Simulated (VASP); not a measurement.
```yaml
crystal:
  lattice:
    - [4.74988, 0.00000, 0.00000]
    - [0.00000, 4.74988, 0.00000]
    - [0.00000, 0.00000, 4.74988]
  atoms:
    - { symbol: Ag, position: [0.75000, 0.25000, 0.75000] }
    - { symbol: Ag, position: [0.25000, 0.75000, 0.75000] }
    - { symbol: Ag, position: [0.75000, 0.75000, 0.25000] }
    - { symbol: Ag, position: [0.25000, 0.25000, 0.25000] }
    - { symbol: O, position: [0.00000, 0.00000, 0.00000] }
    - { symbol: O, position: [0.50000, 0.50000, 0.50000] }
```

Method: optB86b-vdW, VASP's PBE PAW potentials (set 64) (plane waves; VASP). Numerical set-up: 520 eV cut-off, 6×6×6 Γ-centred mesh, first-order Methfessel-Paxton smearing of 0.10 eV, potentials Ag O.

**Question.** Predict the energy per atom (σ→0), band gap (on the k-mesh) with the smallest direct gap where there is one.

**Answer.** 
The band gap (on the k-mesh) is 0.04 eV, the smallest direct gap (on the k-mesh) comes out as 0.04 eV and the energy per atom (σ→0) is -1.053 eV/atom.

The compound is Ag2O in the cuprite structure. It was relaxed first. The start is the result of an earlier pass.
